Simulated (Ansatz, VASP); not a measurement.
## TeAu3I in VASP and in Ansatz

The input INCAR:

```
SYSTEM = TeAu3I
ALGO = Normal ; EDIFF = 1E-6
ENCUT = 520 ; GGA = PS
ISIF = 2 ; ISMEAR = 0
LASPH = .True. ; LCHARG = .True.
LELF = .True. ; LREAL = .False.
LVHAR = .True. ; LWAVE = .False.
NBANDS = 31 ; NELM = 100
PREC = Accurate ; SIGMA = 0.05
```

Contents of KPOINTS:

```
k-points
0
Gamma
  4 4 4
  0 0 0
```

File POSCAR:

```
TeAu3I
1.0
    6.7265772833      0.0000000000      0.0000000000
    0.0000000000      6.7265772833      0.0000000000
    0.0000000000      0.0000000000      6.7265772833
I Te Au
1 1 3
Direct
    0.0000000000      0.0000000000      0.0000000000
    0.5000000000      0.5000000000      0.5000000000
    0.5000000000      0.5000000000      0.0000000000
    0.5000000000      0.0000000000      0.5000000000
    0.0000000000      0.5000000000      0.5000000000
```

Input for Ansatz:

```yaml
crystal:
  lattice:
    - [6.7265772833, 0.0, 0.0]
    - [0.0, 6.7265772833, 0.0]
    - [0.0, 0.0, 6.7265772833]
  atoms:
    - { symbol: I, position: [0.0, 0.0, 0.0] }
    - { symbol: Te, position: [0.5, 0.5, 0.5] }
    - { symbol: Au, position: [0.5, 0.5, 0.0] }
    - { symbol: Au, position: [0.5, 0.0, 0.5] }
    - { symbol: Au, position: [0.0, 0.5, 0.5] }
basis:
  ecutwfc: 420
kpoints:
  mp_grid: { grid: [4, 4, 4] }
hamiltonian:
  xc: pbesol
scf:
  occupations: { method: gaussian, width: 0.05 }
output:
  forces: true
  stress: true
  eigenvalues: true
```

The cell comes from a database or a generator and needn't be the stable form of this composition.

Alike in both runs: task single point; functional PBEsol; k mesh 4 × 4 × 4; occupations gaussian, width 0.05 eV; no spin polarisation.

```csv
,VASP,Ansatz
version,VASP 6.6.1,Ansatz 0.2.0
potentials or method,"VASP PAW PBE potentials, release 64 (I, Te, Au)","scalar-relativistic, plane waves, PAW"
plane-wave cutoff (eV),520,420
valence electrons in the cell,46,90
```

```tsv
	VASP	Ansatz	Ansatz less VASP
gap on the k mesh at the Fermi level (eV)	none	none	-
pressure (GPa)	-5.2	-5.2	+0.02
```

A gap of «none» marks a metal or a gap that the smearing closes. The two sets of potentials don't hold the same shells in valence.

Caveats: the PAW data sets were made with another functional, which shifts forces and pressure a little (VASP). Spin-orbit coupling is left out, which matters for the levels of Au, I, Te.
